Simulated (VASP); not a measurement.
# ErO (Pm-3m) in VASP: a series of runs

One crystal, ErO, is run at these levels: PBEsol+U; tasks: single point.

All numbers are computed with VASP 6.6.1; they aren't measurements. Logs are shortened: lines on timing, memory, paths and dates and some standing lists are left out, and cuts for length are marked.

## Step 1: The crystal as given

Symmetry: Pm-3m, No. 221, cubic system. The conventional cell has a = 2.744 Å, b = 2.744 Å, c = 2.744 Å, α = 90.00°, β = 90.00°, γ = 90.00°. Around Er (site symmetry m-3m) lie 8 O at 2.38 Å. O (site symmetry m-3m) has 8 Er at 2.38 Å as nearest neighbours.

The cell comes from a database or a generator and needn't be the stable form of this composition.

## Step 2: Single point, PBEsol+U, collinear spin, ferromagnetic start

The input, INCAR:

```
SYSTEM = ErO
  PREC = Accurate
  ENCUT = 520
  EDIFF = 1E-6
  ISMEAR = 0
  SIGMA = 0.05
  LREAL = .False.
  LASPH = .True.
  NELM = 120
  ALGO = Normal
  ISIF = 2
  LWAVE = .False.
  LCHARG = .False.
  ISPIN = 2
  MAGMOM = 3 0
  LORBIT = 11
  LMAXMIX = 6
  LDAU = .True.
  LDAUTYPE = 2
  LDAUL = 3 -1
  LDAUU = 2 0
  LDAUJ = 0 0
  LDAUPRINT = 1
  GGA = PS
  NBANDS = 25
```

The input, KPOINTS:

```
regular mesh
0
Gamma
  7 7 7
  0 0 0
```

The input, POSCAR:

```
ErO
1.0
    2.7442915000      0.0000000000      0.0000000000
    0.0000000000      2.7442915000      0.0000000000
    0.0000000000      0.0000000000      2.7442915000
Er O
1 1
Direct
    0.0000000000      0.0000000000      0.0000000000
    0.5000000000      0.5000000000      0.5000000000
```

Potentials or basis: VASP PAW PBE potentials, release 64 (Er, O).

Launch:

```sh
cat potpaw_PBE.64/Er/POTCAR potpaw_PBE.64/O/POTCAR > POTCAR
mpirun -np 1 vasp_std > vasp.out
```

OUTCAR:

```text
SYSTEM = ErO
   PREC = Accurate
   ENCUT = 520
   EDIFF = 1E-6
   ISMEAR = 0
   LREAL = .False.
   LASPH = .True.
   NELM = 120
   ISIF = 2
   ISPIN = 2
   LORBIT = 11
   GGA = PS

 ion  position               nearest neighbor table
   1  0.000  0.000  0.000-   2 2.38   2 2.38   2 2.38   2 2.38   2 2.38   2 2.38   2 2.38   2 2.38

   2  0.500  0.500  0.500-   1 2.38   1 2.38   1 2.38   1 2.38   1 2.38   1 2.38   1 2.38   1 2.38

  LATTYP: Found a simple cubic cell.
 ALAT       =     2.7442915000

  Lattice vectors:

 A1 = (   2.7442915000,   0.0000000000,   0.0000000000)
 A2 = (   0.0000000000,   2.7442915000,   0.0000000000)
 A3 = (   0.0000000000,   0.0000000000,   2.7442915000)

Analysis of symmetry for initial positions (statically):
=====================================================================
 Subroutine PRICEL returns:
 Original cell was already a primitive cell.

 Routine SETGRP: Setting up the symmetry group for a
 simple cubic supercell.

 Subroutine GETGRP returns: Found 48 space group operations
 (whereof 48 operations were pure point group operations)
 out of a pool of 48 trial point group operations.

The static configuration has the point symmetry O_h .

Analysis of symmetry for dynamics (positions and initial velocities):
=====================================================================
 Subroutine PRICEL returns:
 Original cell was already a primitive cell.

 Routine SETGRP: Setting up the symmetry group for a
 simple cubic supercell.

 Subroutine GETGRP returns: Found 48 space group operations
 (whereof 48 operations were pure point group operations)
 out of a pool of 48 trial point group operations.

The dynamic configuration has the point symmetry O_h .

Analysis of structural, dynamic, and magnetic symmetry:
=====================================================================
 Subroutine PRICEL returns:
 Original cell was already a primitive cell.

 Routine SETGRP: Setting up the symmetry group for a
 simple cubic supercell.

 Subroutine GETGRP returns: Found 48 space group operations
 (whereof 48 operations were pure point group operations)
 out of a pool of 48 trial point group operations.

The overall configuration has the point symmetry O_h .

 Subroutine INISYM returns: Found 48 space group operations
 (whereof 48 operations are pure point group operations),
 and found     1 'primitive' translations

----------------------------------------------------------------------------------------

                                     Primitive cell

  volume of cell :      20.6676

  direct lattice vectors                    reciprocal lattice vectors
     2.744291500  0.000000000  0.000000000     0.364392777  0.000000000  0.000000000
     0.000000000  2.744291500  0.000000000     0.000000000  0.364392777  0.000000000
     0.000000000  0.000000000  2.744291500     0.000000000  0.000000000  0.364392777

[... 123 lines left out ...]

spin component  1

  0.9864 -0.0000 -0.0026 -0.0000  0.0000 -0.0000 -0.0000
 -0.0000  1.0055  0.0000  0.0000 -0.0000 -0.0000  0.0000
 -0.0026  0.0000  0.9877 -0.0000  0.0000  0.0000  0.0000
 -0.0000  0.0000 -0.0000  0.9844 -0.0000 -0.0000  0.0000
  0.0000 -0.0000  0.0000 -0.0000  0.9877  0.0000  0.0026
 -0.0000 -0.0000  0.0000 -0.0000  0.0000  0.9897 -0.0000
 -0.0000  0.0000  0.0000  0.0000  0.0026 -0.0000  0.9864

spin component  2

  0.7056 -0.0000 -0.2160  0.0000 -0.0000  0.0000 -0.0000
 -0.0000  0.0277  0.0000  0.0000 -0.0000  0.0000  0.0000
 -0.2160  0.0000  0.8172 -0.0000 -0.0000  0.0000 -0.0000
  0.0000  0.0000 -0.0000  0.5383  0.0000  0.0000 -0.0000
 -0.0000 -0.0000 -0.0000  0.0000  0.8172  0.0000  0.2160
  0.0000  0.0000  0.0000  0.0000  0.0000  0.9845  0.0000
 -0.0000  0.0000 -0.0000 -0.0000  0.2160  0.0000  0.7056

 occupancies and eigenvectors

  o =  0.0277  v =  0.0000  0.0000  0.0000  0.0000  0.0000  0.0000  0.0000 -0.0000 -1.0000 -0.0000  0.0000 -0.0000  0.0000  0.0000      0.0000  0.0000  0.0000  0.0000  0.0000  0.0000  0.0000  0.0000  0.0000  0.0000  0.0000  0.0000  0.0000  0.0000
  o =  0.5383  v =  0.0000  0.0000  0.0000  0.0000  0.0000  0.0000  0.0000  0.7906 -0.0000  0.6124 -0.0008 -0.0005 -0.0000  0.0006      0.0000  0.0000  0.0000  0.0000  0.0000  0.0000  0.0000  0.0000  0.0000  0.0000  0.0000  0.0000  0.0000  0.0000
  o =  0.5383  v =  0.0000  0.0000  0.0000  0.0000  0.0000  0.0000  0.0000  0.0006 -0.0000  0.0005 -0.0023  0.6124 -0.0000 -0.7906      0.0000  0.0000  0.0000  0.0000  0.0000  0.0000  0.0000  0.0000  0.0000  0.0000  0.0000  0.0000  0.0000  0.0000
  o =  0.5383  v =  0.0000  0.0000  0.0000  0.0000  0.0000  0.0000  0.0000 -0.0007 -0.0000 -0.0005 -1.0000 -0.0014  0.0000  0.0018      0.0000  0.0000  0.0000  0.0000  0.0000  0.0000  0.0000  0.0000  0.0000  0.0000  0.0000  0.0000  0.0000  0.0000
  o =  0.9844  v =  0.0020 -0.0000  0.0016  0.9978  0.0406  0.0000 -0.0524  0.0000  0.0000  0.0000  0.0000  0.0000  0.0000  0.0000      0.0000  0.0000  0.0000  0.0000  0.0000  0.0000  0.0000  0.0000  0.0000  0.0000  0.0000  0.0000  0.0000  0.0000
  o =  0.9844  v =  0.0006 -0.0000  0.0005  0.0663 -0.6110  0.0000  0.7888  0.0000  0.0000  0.0000  0.0000  0.0000  0.0000  0.0000      0.0000  0.0000  0.0000  0.0000  0.0000  0.0000  0.0000  0.0000  0.0000  0.0000  0.0000  0.0000  0.0000  0.0000
  o =  0.9844  v =  0.7906 -0.0000  0.6124 -0.0026  0.0004 -0.0000 -0.0005  0.0000  0.0000  0.0000  0.0000  0.0000  0.0000  0.0000      0.0000  0.0000  0.0000  0.0000  0.0000  0.0000  0.0000  0.0000  0.0000  0.0000  0.0000  0.0000  0.0000  0.0000
  o =  0.9845  v =  0.0000  0.0000  0.0000  0.0000  0.0000  0.0000  0.0000  0.6124  0.0000 -0.7906  0.0000 -0.0004  0.0005 -0.0003      0.0000  0.0000  0.0000  0.0000  0.0000  0.0000  0.0000  0.0000  0.0000  0.0000  0.0000  0.0000  0.0000  0.0000
  o =  0.9845  v =  0.0000  0.0000  0.0000  0.0000  0.0000  0.0000  0.0000 -0.0003 -0.0000  0.0003 -0.0000 -0.7868 -0.0981 -0.6094      0.0000  0.0000  0.0000  0.0000  0.0000  0.0000  0.0000  0.0000  0.0000  0.0000  0.0000  0.0000  0.0000  0.0000
  o =  0.9845  v =  0.0000  0.0000  0.0000  0.0000  0.0000  0.0000  0.0000 -0.0004  0.0000  0.0005  0.0000 -0.0776  0.9952 -0.0601      0.0000  0.0000  0.0000  0.0000  0.0000  0.0000  0.0000  0.0000  0.0000  0.0000  0.0000  0.0000  0.0000  0.0000
  o =  0.9897  v = -0.0016  0.0000  0.0021  0.0000 -0.6994 -0.4662 -0.5418  0.0000  0.0000  0.0000  0.0000  0.0000  0.0000  0.0000      0.0000  0.0000  0.0000  0.0000  0.0000  0.0000  0.0000  0.0000  0.0000  0.0000  0.0000  0.0000  0.0000  0.0000
  o =  0.9897  v = -0.0013 -0.0000  0.0016  0.0000  0.3686 -0.8847  0.2855  0.0000  0.0000  0.0000  0.0000  0.0000  0.0000  0.0000      0.0000  0.0000  0.0000  0.0000  0.0000  0.0000  0.0000  0.0000  0.0000  0.0000  0.0000  0.0000  0.0000  0.0000
  o =  0.9897  v =  0.6124  0.0000 -0.7906 -0.0000 -0.0011 -0.0030 -0.0008  0.0000  0.0000  0.0000  0.0000  0.0000  0.0000  0.0000      0.0000  0.0000  0.0000  0.0000  0.0000  0.0000  0.0000  0.0000  0.0000  0.0000  0.0000  0.0000  0.0000  0.0000
  o =  1.0055  v =  0.0000 -1.0000 -0.0000 -0.0000 -0.0000  0.0000 -0.0000  0.0000  0.0000  0.0000  0.0000  0.0000  0.0000  0.0000      0.0000  0.0000  0.0000  0.0000  0.0000  0.0000  0.0000  0.0000  0.0000  0.0000  0.0000  0.0000  0.0000  0.0000

 number of electron      27.9999956 magnetization       2.2014103

 Free energy of the ion-electron system (eV)
  ---------------------------------------------------
  ext. energy  EPLUGINS =         0.00000000
  ---------------------------------------------------
  free energy    TOTEN  =       -14.07818354 eV

  energy without entropy =      -14.06979126  energy(sigma->0) =      -14.07398740

 E-fermi :   7.3668     XC(G=0): -14.1979

 val. band max:        7.3667253537   @ k =   0.4286   0.2857   0.2857
 cond. band min:       7.3709004927   @ k =   0.1429   0.0000   0.0000
 fundamental gap:      0.0041751389
 Fermi energy:         7.3668360173

 spin component 1

 k-point     1 :       0.0000    0.0000    0.0000
  band No.  band energies     occupation
      1     -42.3570      1.00000
      2     -15.3560      1.00000
      3     -15.3560      1.00000
      4     -15.3560      1.00000
      5     -13.6673      1.00000
      6       2.7789      1.00000
[... 549 lines left out ...]
     24      33.9483      0.00000
     25      34.3266      0.00000
 Fermi energy:         7.3668360173

 spin component 2

 k-point     1 :       0.0000    0.0000    0.0000
  band No.  band energies     occupation
      1     -41.4369      1.00000
      2     -14.6966      1.00000
      3     -14.6966      1.00000
      4     -14.6966      1.00000
      5     -13.6183      1.00000
      6       3.1340      1.00000
[... 549 lines left out ...]
     24      34.5300      0.00000
     25      34.7077      0.00000

------------------------ aborting loop because EDIFF is reached ----------------------------------------

  FORCE on cell =-STRESS in cart. coord.  units (eV):
  Direction    XX          YY          ZZ          XY          YZ          ZX
  --------------------------------------------------------------------------------------
  -------------------------------------------------------------------------------------
  Total        4.9907590      4.9907590      4.9907590      0.0000000      0.0000000      0.0000000
  in kB      386.8890697    386.8890697    386.8890697      0.0000000      0.0000000      0.0000000
  external PRESSURE =     386.8890697 kB  Pullay stress =       0.0000000 kB

 VOLUME and BASIS-vectors are now :
 -----------------------------------------------------------------------------
  energy-cutoff  :      520.00
  volume of cell :       20.67
      direct lattice vectors                 reciprocal lattice vectors
     2.744291500  0.000000000  0.000000000     0.364392777  0.000000000  0.000000000
     0.000000000  2.744291500  0.000000000     0.000000000  0.364392777  0.000000000
     0.000000000  0.000000000  2.744291500     0.000000000  0.000000000  0.364392777

 POSITION                                       TOTAL-FORCE (eV/Angst)
 -----------------------------------------------------------------------------------
      0.00000      0.00000      0.00000         0.000000      0.000000      0.000000
      1.37215      1.37215      1.37215         0.000000      0.000000      0.000000
 -----------------------------------------------------------------------------------
    total drift:                                0.000000      0.000000      0.000000

  FREE ENERGIE OF THE ION-ELECTRON SYSTEM (eV)
  ---------------------------------------------------
  free  energy   TOTEN  =       -14.0781835387 eV

  energy  without entropy=      -14.0697912615  energy(sigma->0) =      -14.07398740

 total charge

# of ion       s       p       d       f       tot
--------------------------------------------------
    1        2.070   5.840   0.692  11.508  20.111
    2        1.550   3.516   0.000   0.000   5.066
--------------------------------------------------
tot          3.620   9.356   0.692  11.508  25.177

 magnetization (x)

# of ion       s       p       d       f       tot
--------------------------------------------------
    1       -0.001  -0.024  -0.090   2.332   2.218
    2        0.001   0.018   0.000   0.000   0.019
--------------------------------------------------
tot          0.000  -0.006  -0.090   2.332   2.236
```

It took 30 s on 1 thread of Intel Xeon 6975P-C (Granite Rapids), shared host; peak memory 0.15 GiB.

Results:

```yaml
Free_energy: -14.0782 eV
Pressure: 38.7 GPa
Band_gap_on_the_k_mesh: none (metal or under the smearing width)
Net_moment: 2.20 μB per cell
Site_moments: Er +2.22; O +0.02 μB
Valence_electrons_inside_the_program's_atomic_spheres: Er 20.11; O 5.07
```

Levels at points of the mesh, in eV from the Fermi level:
Spin up:
```csv
k point,band 12,band 13,band 14,band 15,band 16,band 17,band 18,band 19
"(0.00, 0.00, 0.00)",-2.61,-2.19,-2.19,-2.19,-1.80,-1.80,3.21,9.37
```
Spin down:
| k point | band 9 | band 10 | band 11 | band 12 | band 13 | band 14 | band 15 | band 16 | band 17 | band 18 |
| --- | --- | --- | --- | --- | --- | --- | --- | --- | --- | --- |
| (0.00, 0.00, 0.00) | -1.92 | -1.92 | -1.41 | -1.41 | -1.41 | 0.54 | 0.54 | 0.54 | 1.61 | 3.23 |

Eigenvalues of the final occupation matrices:
```tsv
site	spin	trace	eigenvalues
site 1 f	1	6.93	0.98 0.98 0.98 0.99 0.99 0.99 1.01
site 1 f	2	4.60	0.03 0.54 0.54 0.54 0.98 0.98 0.98
```

Caveat: the magnetic or orbital state may not be the lowest; a pressure of tens of GPa on the cell as given is suspect, and the run, the potentials or the cell itself is likely at fault; the PAW data sets were made with another functional, which shifts forces and pressure a little; spin-orbit coupling is left out, which moves the levels of the heavy elements.

## Step 3: Single point, PBEsol+U, collinear spin, zero start

The input, INCAR:

```
SYSTEM = ErO
PREC = Accurate
ENCUT = 520
EDIFF = 1E-7
ISMEAR = 0
SIGMA = 0.05
LREAL = .FALSE.
LASPH = .TRUE.
NELM = 100
ALGO = Normal
ISIF = 2
LWAVE = .FALSE.
LCHARG = .TRUE.
ISPIN = 2
MAGMOM = 0 0
LORBIT = 11
LMAXMIX = 6
LDAU = .TRUE.
LDAUTYPE = 2
LDAUL = 3 -1
LDAUU = 2 0
LDAUJ = 0 0
LDAUPRINT = 1
GGA = PS
LELF = .TRUE.
LVHAR = .TRUE.
NBANDS = 25
```

The input, KPOINTS:

```
regular mesh
0
G
  7 7 7
  0 0 0
```

POSCAR is that of step 2.

Potentials or basis: VASP PAW PBE potentials, release 64 (Er, O).

Launch:

```sh
cat potpaw_PBE.64/Er/POTCAR potpaw_PBE.64/O/POTCAR > POTCAR
mpirun -np 1 vasp_std > vasp.out
```

Run time: 40 s. Hardware: 1 thread of Intel Xeon 6975P-C (Granite Rapids), shared host; peak memory 0.15 GiB.

It converged, with:

```yaml
Free_energy: -13.0999 eV
Pressure: 38.4 GPa
Band_gap_on_the_k_mesh: none (metal or under the smearing width)
Net_moment: -0.43 μB per cell
Site_moments: Er -0.42; O -0.01 μB
Valence_electrons_inside_the_program's_atomic_spheres: Er 20.15; O 5.07
```

Levels at points of the mesh, in eV from the Fermi level:
Spin up:
| k point | band 12 | band 13 | band 14 | band 15 | band 16 | band 17 |
| --- | --- | --- | --- | --- | --- | --- |
| (0.00, 0.00, 0.00) | -0.67 | -0.67 | 0.20 | 0.20 | 0.20 | 2.13 |
Spin down:
```tsv
k point	band 10	band 11	band 12	band 13	band 14	band 15	band 16	band 17	band 18	band 19
(0.00, 0.00, 0.00)	-1.06	-1.06	-0.82	-0.82	-0.82	0.42	0.42	0.42	3.95	10.27
```

Eigenvalues of the final occupation matrices:
```
    site  spin  trace                         eigenvalues
site 1 f     1   5.61  0.03 0.88 0.88 0.88 0.98 0.98 0.98
site 1 f     2   6.03  0.69 0.69 0.69 0.98 0.98 0.98 1.00
```

Caveat: the magnetic or orbital state may not be the lowest; a pressure of tens of GPa on the cell as given is suspect, and the run, the potentials or the cell itself is likely at fault; the PAW data sets were made with another functional, which shifts forces and pressure a little; spin-orbit coupling is left out, which moves the levels of the heavy elements.

## Step 4: Single point, PBEsol+U, collinear spin, random start

The input, INCAR:

```
PREC = Accurate
ENCUT = 520
EDIFF = 1E-6
ISMEAR = 0
SIGMA = 0.05
LREAL = False
LASPH = True
NELM = 100
ALGO = Normal
ISIF = 2
LWAVE = False
LCHARG = False
ISPIN = 2
MAGMOM = -0.5 0
LORBIT = 11
LMAXMIX = 6
LDAU = True
LDAUTYPE = 2
LDAUL = 3 -1
LDAUU = 2 0
LDAUJ = 0 0
LDAUPRINT = 1
GGA = PS
NBANDS = 25
```

The input, KPOINTS:

```
Automatic mesh
0
Gamma
  7 7 7
```

POSCAR is that of step 3.

Launch:

```sh
cat potpaw_PBE.64/Er/POTCAR potpaw_PBE.64/O/POTCAR > POTCAR
mpirun -np 1 vasp_std > vasp.out
```

It took 17 s on 1 thread of Intel Xeon 6975P-C (Granite Rapids), shared host; peak memory 0.15 GiB.

It converged, with:

| Item | Value |
| --- | --- |
| Free energy | -14.0782 eV |
| Pressure | 38.1 GPa |
| Band gap on the k mesh | none (metal or under the smearing width) |
| Net moment | -2.20 μB per cell |
| Site moments | Er -2.22; O -0.02 μB |
| Valence electrons inside the program's atomic spheres | Er 20.11; O 5.07 |

Levels at points of the mesh, in eV from the Fermi level:
Spin up:
| k point | band 10 | band 11 | band 12 | band 13 | band 14 | band 15 | band 16 | band 17 |
| --- | --- | --- | --- | --- | --- | --- | --- | --- |
| (0.00, 0.00, 0.00) | -1.92 | -1.41 | -1.41 | -1.41 | 0.54 | 0.54 | 0.54 | 1.61 |
Spin down:
```tsv
k point	band 13	band 14	band 15	band 16	band 17	band 18
(0.00, 0.00, 0.00)	-2.18	-2.18	-2.18	-1.79	-1.79	3.22
```

Eigenvalues of the final occupation matrices:
| site | spin | trace | eigenvalues |
| --- | --- | --- | --- |
| site 1 f | 1 | 4.60 | 0.03 0.54 0.54 0.54 0.98 0.98 0.98 |
| site 1 f | 2 | 6.93 | 0.98 0.98 0.98 0.99 0.99 0.99 1.01 |

Caveat: the magnetic or orbital state may not be the lowest; a pressure of tens of GPa on the cell as given is suspect, and the run, the potentials or the cell itself is likely at fault; the PAW data sets were made with another functional, which shifts forces and pressure a little; spin-orbit coupling is left out, which moves the levels of the heavy elements. The state reached can hang on the start; a lower one may exist.

[end of part 1 of 2]
